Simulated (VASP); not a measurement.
## Cu2B: band structure with PBE

Cu2B:

```
Cu B
1.0
     0.00000    3.28347    3.28347
     3.28347    0.00000    3.28347
     3.28347    3.28347    0.00000
Cu B
4 2
Direct
  0.12500 0.12500 0.12500
  0.62500 0.12500 0.12500
  0.12500 0.12500 0.62500
  0.12500 0.62500 0.12500
  0.50000 0.50000 0.50000
  0.75000 0.75000 0.75000
```

The cell was built by a generator and needn't be a form met in nature.

```json
{
 "Program": "VASP 6.6.1",
 "Task": "band structure",
 "Functional": "PBE",
 "Potentials or basis": "VASP PAW PBE potentials, release 64 (Cu, B_s)",
 "Cutoff": "900 eV",
 "k mesh": "5 × 5 × 5",
 "Occupations": "fermi-dirac, width 0.05 eV",
 "Spin": "no spin polarisation",
 "Further INCAR settings": "ALGO = Fast; EDIFF = 1e-06; NBANDS = 34"
}
```

```json
{
  "Band gap along the path": "none (metal or under the smearing width)"
}
```

Levels at the corners of the path, in eV from the Fermi level:
| point | band 22 | band 23 | band 24 | band 25 | band 26 | band 27 | band 28 | band 29 |
| --- | --- | --- | --- | --- | --- | --- | --- | --- |
| Γ | -1.17 | -0.79 | -0.79 | -0.79 | 1.09 | 1.17 | 1.17 | 1.17 |
| X | -2.07 | -1.54 | -1.54 | -0.75 | -0.75 | 3.73 | 3.73 | 3.93 |
| X | -2.07 | -1.54 | -1.54 | -0.75 | -0.75 | 3.73 | 3.73 | 3.93 |
| W | -1.83 | -1.79 | -1.79 | 1.07 | 1.07 | 1.23 | 1.23 | 4.34 |
| W | -1.83 | -1.79 | -1.79 | 1.07 | 1.07 | 1.23 | 1.23 | 4.34 |
| K | -1.89 | -1.78 | -1.39 | -0.71 | 0.93 | 2.14 | 2.91 | 3.26 |
| K | -1.89 | -1.78 | -1.39 | -0.71 | 0.93 | 2.14 | 2.91 | 3.26 |
| Γ | -1.17 | -0.79 | -0.79 | -0.79 | 1.09 | 1.17 | 1.17 | 1.17 |
| Γ | -1.17 | -0.79 | -0.79 | -0.79 | 1.09 | 1.17 | 1.17 | 1.17 |
| L | -1.17 | -1.07 | -0.74 | -0.74 | -0.11 | 1.69 | 1.69 | 3.06 |
| L | -1.17 | -1.07 | -0.74 | -0.74 | -0.11 | 1.69 | 1.69 | 3.06 |
| U | -1.89 | -1.78 | -1.39 | -0.71 | 0.93 | 2.14 | 2.91 | 3.26 |
| U | -1.89 | -1.78 | -1.39 | -0.71 | 0.93 | 2.14 | 2.91 | 3.26 |
| W | -1.83 | -1.79 | -1.79 | 1.07 | 1.07 | 1.23 | 1.23 | 4.34 |
| W | -1.83 | -1.79 | -1.79 | 1.07 | 1.07 | 1.23 | 1.23 | 4.34 |
| L | -1.17 | -1.07 | -0.74 | -0.74 | -0.11 | 1.69 | 1.69 | 3.06 |
| L | -1.17 | -1.07 | -0.74 | -0.74 | -0.11 | 1.69 | 1.69 | 3.06 |
| K | -1.89 | -1.78 | -1.39 | -0.71 | 0.93 | 2.14 | 2.91 | 3.26 |
| U | -1.89 | -1.78 | -1.39 | -0.71 | 0.93 | 2.14 | 2.91 | 3.26 |
| X | -2.07 | -1.54 | -1.54 | -0.75 | -0.75 | 3.73 | 3.73 | 3.93 |

It took 24 min on 1 thread of AMD EPYC 7R13 Processor (Zen 3), with other jobs on the host, peak memory 0.73 GiB.

Caveat: the log is that of the step along the path at fixed density, whose energy, stress, charges and moments have no meaning.
